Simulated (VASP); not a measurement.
GaSb:

```
CELL_PARAMETERS angstrom
0.00000 3.05740 3.05740
3.05740 0.00000 3.05740
3.05740 3.05740 0.00000
ATOMIC_POSITIONS crystal
Ga 0.00000 0.00000 0.00000
Sb 0.25000 0.25000 0.25000
```

Base run:

```yaml
Program: VASP 6.6.1
Functional: PBEsol
Potentials_or_basis: VASP PAW PBE potentials, release 64 (Ga_d, Sb)
Cutoff: 520 eV
k_mesh: 10 × 10 × 10
Occupations: gaussian, width 0.03 eV
Spin: no spin polarisation
```

Its results: pressure 0.0 GPa.

Q: The run is repeated on the same cell with these changes: functional from PBEsol to LDA; potentials or basis from VASP PAW PBE potentials, release 64 (Ga_d, Sb) to VASP PAW LDA potentials, release 64 (Ga_d, Sb). What comes out?

A: Pressure -1.5 GPa.

Caveats: the PAW data sets were made with another functional, which shifts forces and pressure a little (some runs).
